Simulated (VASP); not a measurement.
Energy against volume of ZrC (rock salt). Method: RPBE GGA, VASP's PBE PAW potentials (set 64) (plane waves; VASP 6.6.1). Settings: 520 eV cut-off, 13×13×13 Γ-centred mesh, first-order Methfessel-Paxton smearing of 0.10 eV, potentials Zr_sv C.

| V (Å³/atom) | E (eV/atom) |
|---|---|
| 12.869 | -9.27005 |
| 13.267 | -9.27843 |
| 13.665 | -9.27095 |
| 14.063 | -9.24983 |

**Question.** Fit these four points and predict the energy of the run at 12.471 Å³/atom.

**Answer.** A cubic in V^(−2/3), the third-order Birch-Murnaghan form, passes through the four points with V0 = 13.27 Å³/atom and B0 = 212 GPa, and gives -9.2432 eV/atom there. The run gave -9.2432 eV/atom, -0.0 meV/atom from the fit; all five points give B0 = 212 GPa.

The compound is ZrC in the rock salt structure. It was relaxed first.
